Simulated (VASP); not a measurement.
# LiNiP (Immm) in VASP: relaxation of the atoms with LDA

Aim: the relaxation of the atoms of LiNiP with LDA.

All numbers are computed with VASP 6.6.1; they aren't measurements. Logs are shortened: lines on timing, memory, paths and dates and some standing lists are left out, and cuts for length are marked.

## 1. The structure

Symmetry: Immm, No. 71, orthorhombic system. Conventional cell: a = 4.934 Å, b = 5.625 Å, c = 6.571 Å, α = 90.00°, β = 90.00°, γ = 90.00°. Around Li (site symmetry mmm) lie 2 Ni at 2.81 Å. Around Ni (site symmetry mmm) lie 2 P at 2.47 Å and 2 Li at 2.81 Å. P (site symmetry mmm) is surrounded by 2 Ni at 2.47 Å.

The cell was built by a generator and needn't be a form met in nature.

## 2. Relaxation of the atoms, LDA, collinear spin, ferromagnetic start

Contents of INCAR:

```
SYSTEM = LiNiP
PREC = Accurate
ENCUT = 520
EDIFF = 1E-6
ISMEAR = 0
SIGMA = 0.05
LREAL = .False.
LASPH = .True.
NELM = 150
ALGO = Normal
ISIF = 2
LWAVE = .False.
LCHARG = .False.
ISPIN = 2
MAGMOM = 0 1 0
LORBIT = 11
LMAXMIX = 4
GGA = CA
IBRION = 2
NSW = 40
EDIFFG = -0.01
```

Contents of KPOINTS:

```
Automatic mesh
0
Gamma
  7 7 7
  0 0 0
```

Contents of POSCAR:

```
LiNiP
1.0
   -2.4667865100      2.8123841200      3.2855624700
    2.4667865100     -2.8123841200      3.2855624700
    2.4667865100      2.8123841200     -3.2855624700
Li Ni P
1 1 1
Direct
    0.5000000000      0.0000000000      0.5000000000
    0.0000000000      0.0000000000      0.0000000000
    0.0000000000      0.5000000000      0.5000000000
```

Potentials or basis: VASP PAW LDA potentials, release 64 (Li_sv, Ni, P).

Command:

```bash
$ cat potpaw_LDA.64/Li_sv/POTCAR potpaw_LDA.64/Ni/POTCAR potpaw_LDA.64/P/POTCAR > POTCAR
$ mpirun -np 1 vasp_std > vasp.out
```

OUTCAR:

```text
SYSTEM = LiNiP
   PREC = Accurate
   ENCUT = 520
   EDIFF = 1E-6
   ISMEAR = 0
   LREAL = .False.
   LASPH = .True.
   NELM = 150
   ISIF = 2
   ISPIN = 2
   LORBIT = 11
   GGA = CA
   IBRION = 2
   NSW = 40
   EDIFFG = -0.01

 ion  position               nearest neighbor table
   1  0.500  0.000  0.500-   2 2.81   2 2.81
   2  0.000  0.000  0.000-   3 2.47   3 2.47   1 2.81   1 2.81
   3  0.000  0.500  0.500-   2 2.47   2 2.47

  LATTYP: Found a body centered orthorhombic cell.
 ALAT       =     4.9335730200
 B/A-ratio  =     1.1401003324
 C/A-ratio  =     1.3319200736

  Lattice vectors:

 A1 = (  -2.4667865100,   2.8123841200,   3.2855624700)
 A2 = (   2.4667865100,  -2.8123841200,   3.2855624700)
 A3 = (   2.4667865100,   2.8123841200,  -3.2855624700)

Analysis of symmetry for initial positions (statically):
=====================================================================
 Subroutine PRICEL returns:
 Original cell was already a primitive cell.

 Routine SETGRP: Setting up the symmetry group for a
 body centered orthorhombic supercell.

 Subroutine GETGRP returns: Found  8 space group operations
 (whereof  8 operations were pure point group operations)
 out of a pool of  8 trial point group operations.

The static configuration has the point symmetry D_2h.

Analysis of symmetry for dynamics (positions and initial velocities):
=====================================================================
 Subroutine PRICEL returns:
 Original cell was already a primitive cell.

 Routine SETGRP: Setting up the symmetry group for a
 body centered orthorhombic supercell.

 Subroutine GETGRP returns: Found  8 space group operations
 (whereof  8 operations were pure point group operations)
 out of a pool of  8 trial point group operations.

The dynamic configuration has the point symmetry D_2h.

Analysis of structural, dynamic, and magnetic symmetry:
=====================================================================
 Subroutine PRICEL returns:
 Original cell was already a primitive cell.

 Routine SETGRP: Setting up the symmetry group for a
 body centered orthorhombic supercell.

 Subroutine GETGRP returns: Found  8 space group operations
 (whereof  8 operations were pure point group operations)
 out of a pool of  8 trial point group operations.

The overall configuration has the point symmetry D_2h.

 Subroutine INISYM returns: Found  8 space group operations
 (whereof  8 operations are pure point group operations),
 and found     1 'primitive' translations

----------------------------------------------------------------------------------------

                                     Primitive cell

  volume of cell :      91.1750

  direct lattice vectors                    reciprocal lattice vectors
    -2.466786510  2.812384120  3.285562470     0.000000000  0.177785103  0.152180945
     2.466786510 -2.812384120  3.285562470     0.202692855  0.000000000  0.152180945
     2.466786510  2.812384120 -3.285562470     0.202692855  0.177785103  0.000000000

  length of vectors
     4.978901572  4.978901572  4.978901572     0.234022611  0.253462883  0.269614421

  position of ions in fractional coordinates (direct lattice)
     0.500000000  0.000000000  0.500000000
     0.000000000  0.000000000  0.000000000
     0.000000000  0.500000000  0.500000000

  ion indices of the primitive-cell ions
   primitive index   ion index
                 1           1
                 2           2
                 3           3

----------------------------------------------------------------------------------------

 KPOINTS: Automatic mesh

Automatic generation of k-mesh.
 Grid dimensions read from file:
 generate k-points for:    7    7    7

 Generating k-lattice:

  Cartesian coordinates                     Fractional coordinates (reciprocal lattice)
     0.000000000  0.025397872  0.021740135     0.142857143  0.000000000  0.000000000
     0.028956122  0.000000000  0.021740135     0.000000000  0.142857143  0.000000000
     0.028956122  0.025397872  0.000000000     0.000000000  0.000000000  0.142857143

  Length of vectors
     0.033431802  0.036208983  0.038516346

[... 44 lines left out ...]
   PREC   = accura    normal or accurate (medium, high low for compatibility)
   ISTART =      0    job   : 0-new  1-cont  2-samecut
   ICHARG =      2    charge: 1-file 2-atom 10-const
   ISPIN  =      2    spin polarized calculation?
   LNONCOLLINEAR =      F non collinear calculations
   LSORBIT =      F    spin-orbit coupling
   LASPH  =      T    aspherical Exc in radial PAW
   ENCUT  =  520.0 eV  38.22 Ry    6.18 a.u.   9.26  9.26  9.26*2*pi/ulx,y,z
   NELM   =    150;   NELMIN=  2; NELMDL= -5     # of ELM steps
   EDIFF  = 0.1E-05   stopping-criterion for ELM
   LREAL  =      F    real-space projection
   EDIFFG = -.1E-01   stopping-criterion for IOM
   NSW    =     40    number of steps for IOM
   IBRION =      2    ionic relax: 0-MD 1-quasi-New 2-CG
   NFREE  =      1    steps in history (QN), initial steepest desc. (CG)
   ISIF   =      2    stress and relaxation
   ISYM   =      2    0-nonsym 1-usesym 2-fastsym
   POTIM  = 0.5000    time-step for ionic-motion
   TEBEG  =    0.0;   TEEND  =   0.0 temperature during run
   PSTRESS=    0.0 pullay stress
   NELECT =      18.0000    total number of electrons
   NUPDOWN=      -1.0000    fix difference up-down
   EMIN   =  10.00;   EMAX   =-10.00  energy-range for DOS
   EFERMI =   0.00;   METHOD = LEGACY
   ISMEAR =     0;   SIGMA  =   0.05  broadening in eV -4-tet -1-fermi 0-gaus
   EFERMI_NEDOS =   21; number of points for ismear=-14 and -15
   IALGO  =     38    algorithm
   IMIX   =      4    mixing-type and parameters
     AMIX     =   0.40;   BMIX     =  1.00
     AMIX_MAG =   1.60;   BMIX_MAG =  1.00
  volume/ion in A,a.u.               =      30.39       205.09
  Fermi-wavevector in a.u.,A,eV,Ry     =   0.953250  1.801382 12.363430  0.908686
  Thomas-Fermi vector in A             =   2.081888
   LORBIT       =     11    0 simple, 1 ext, 2 COOP (PROOUT), +10 PAW based schemes
   GGA     = CA    functional components
   LHFCALC =     F    Hartree Fock is set to
   AEXX    =    0.0000 exact exchange contribution
   IVDW    =     0    specifies the selected vdW correction
   LEPSILON=     F    determine dielectric tensor
   LRPA    =     F    only Hartree local field effects (RPA)
 conjugate gradient relaxation of ions
 spin polarized calculation
 Gauss-broadening in eV      SIGMA  =   0.05
  energy-cutoff  :      520.00
  volume of cell :       91.18
 maximum number of plane-waves:      2470
 NGX is ok and might be reduce to    40
   NGX = 19   NGY = 19   NGZ = 19

 number of electron      18.0000011 magnetization       0.0020907

 Free energy of the ion-electron system (eV)
  ---------------------------------------------------
  ext. energy  EPLUGINS =         0.00000000
  ---------------------------------------------------
  free energy    TOTEN  =       -11.69188999 eV

  energy without entropy =      -11.68707647  energy(sigma->0) =      -11.68948323

 E-fermi :   0.0501     XC(G=0):  -7.4424

 val. band max:        0.0434361389   @ k =   0.4286  -0.4286   0.1429
 cond. band min:       0.0538430863   @ k =  -0.2857   0.1429  -0.0000
 fundamental gap:      0.0104069474
 Fermi energy:         0.0501106491

 spin component 1

 k-point     1 :       0.0000    0.0000    0.0000
  band No.  band energies     occupation
      1     -45.8674      1.00000
      2      -9.1294      1.00000
      3      -1.2776      1.00000
      4      -1.0257      1.00000
      5      -0.9875      1.00000
      6      -0.9055      1.00000
      7      -0.4396      1.00000
      8      -0.3660      1.00000
      9      -0.2096      1.00000
     10      -0.1392      1.00000
     11       0.9148      0.00000
     12       4.5088      0.00000
     13       5.1967      0.00000
     14       6.2754      0.00000
[... 379 lines left out ...]
      3      -3.3379      1.00000
      4      -1.6795      1.00000
      5      -1.5950      1.00000
      6      -0.9216      1.00000
      7      -0.3969      1.00000
      8      -0.3730      1.00000
      9       0.4081      0.00000
     10       0.5434      0.00000
     11       2.3353      0.00000
     12       3.6897      0.00000
     13       4.7978      0.00000
     14       5.6420      0.00000

 [... further k-points ...]

 spin component 2

 k-point     1 :       0.0000    0.0000    0.0000
  band No.  band energies     occupation
      1     -45.8674      1.00000
      2      -9.1286      1.00000
      3      -1.2771      1.00000
      4      -1.0252      1.00000
      5      -0.9868      1.00000
      6      -0.9046      1.00000
      7      -0.4389      1.00000
      8      -0.3653      1.00000
      9      -0.2087      1.00000
     10      -0.1383      1.00000
     11       0.9152      0.00000
     12       4.5090      0.00000
     13       5.1970      0.00000
     14       6.2758      0.00000
[... 379 lines left out ...]
      3      -3.3375      1.00000
      4      -1.6787      1.00000
      5      -1.5942      1.00000
      6      -0.9211      1.00000
      7      -0.3961      1.00000
      8      -0.3723      1.00000
      9       0.4090      0.00000
     10       0.5443      0.00000
     11       2.3355      0.00000
     12       3.6900      0.00000
     13       4.7982      0.00000
     14       5.6422      0.00000

 [... further k-points ...]
[... 5 lines left out ...]
  --------------------------------------------------------------------------------------
  -------------------------------------------------------------------------------------
  Total      -14.9649946     -2.5055828     -3.3650940      0.0000000      0.0000000      0.0000000
  in kB     -262.9730390    -44.0294656    -59.1332656      0.0000000      0.0000000      0.0000000
  external PRESSURE =    -122.0452567 kB  Pullay stress =       0.0000000 kB

 VOLUME and BASIS-vectors are now :
 -----------------------------------------------------------------------------
  energy-cutoff  :      520.00
  volume of cell :       91.18
      direct lattice vectors                 reciprocal lattice vectors
    -2.466786510  2.812384120  3.285562470     0.000000000  0.177785103  0.152180945
     2.466786510 -2.812384120  3.285562470     0.202692855  0.000000000  0.152180945
     2.466786510  2.812384120 -3.285562470     0.202692855  0.177785103  0.000000000

 POSITION                                       TOTAL-FORCE (eV/Angst)
 -----------------------------------------------------------------------------------
      0.00000      2.81238      0.00000         0.000000      0.000000      0.000000
      0.00000      0.00000      0.00000        -0.000000     -0.000000     -0.000000
      2.46679      0.00000      0.00000         0.000000      0.000000      0.000000
 -----------------------------------------------------------------------------------
    total drift:                               -0.000000      0.000000     -0.000000

  FREE ENERGIE OF THE ION-ELECTRON SYSTEM (eV)
  ---------------------------------------------------
  free  energy   TOTEN  =       -11.6918899946 eV

  energy  without entropy=      -11.6870764725  energy(sigma->0) =      -11.68948323

 reached required accuracy - stopping structural energy minimisation

 total charge

# of ion       s       p       d       tot
------------------------------------------
    1        2.001   0.024   0.000   2.025
    2        0.376   0.185   8.368   8.929
    3        1.080   1.264   0.000   2.343
--------------------------------------------------
tot          3.456   1.473   8.368  13.298

 magnetization (x)

# of ion       s       p       d       tot
------------------------------------------
    1       -0.000  -0.000   0.000  -0.000
    2       -0.000   0.000   0.001   0.001
    3        0.000   0.000   0.000   0.000
--------------------------------------------------
tot          0.000   0.000   0.001   0.001
```

Wall time 2.1 min (1 thread of Intel Xeon Platinum 8488C (Sapphire Rapids), shared host); peak memory 0.29 GiB.

What came out:

```
Free energy                                           : -11.6919 eV
Band gap on the k mesh                                : none (metal or under the smearing width)
Net moment                                            : 0.00 μB per cell
Valence electrons inside the program's atomic spheres : Li 2.02; Ni 8.93; P 2.34
```

Final structure:
```
CELL_PARAMETERS angstrom
-2.46679 2.81238 3.28556
2.46679 -2.81238 3.28556
2.46679 2.81238 -3.28556
ATOMIC_POSITIONS crystal
Li 0.50000 0.00000 0.50000
Ni 0.00000 0.00000 0.00000
P 0.00000 0.50000 0.50000
```

Levels at points of the mesh, in eV from the Fermi level:
Spin up:
```csv
k point,band 5,band 6,band 7,band 8,band 9,band 10,band 11,band 12,band 13,band 14
"(0.00, 0.00, 0.00)",-1.04,-0.96,-0.49,-0.42,-0.26,-0.19,0.86,4.46,5.15,6.23
```
Spin down:
| k point | band 5 | band 6 | band 7 | band 8 | band 9 | band 10 | band 11 | band 12 | band 13 | band 14 |
| --- | --- | --- | --- | --- | --- | --- | --- | --- | --- | --- |
| (0.00, 0.00, 0.00) | -1.04 | -0.95 | -0.49 | -0.42 | -0.26 | -0.19 | 0.87 | 4.46 | 5.15 | 6.23 |

Caveat: the cutoff is under 1.25 times the usual one of these potentials, so pressure, stress and relaxed cells hold a basis-set (Pulay) error; the relaxation stopped at its first step, so nothing moved.
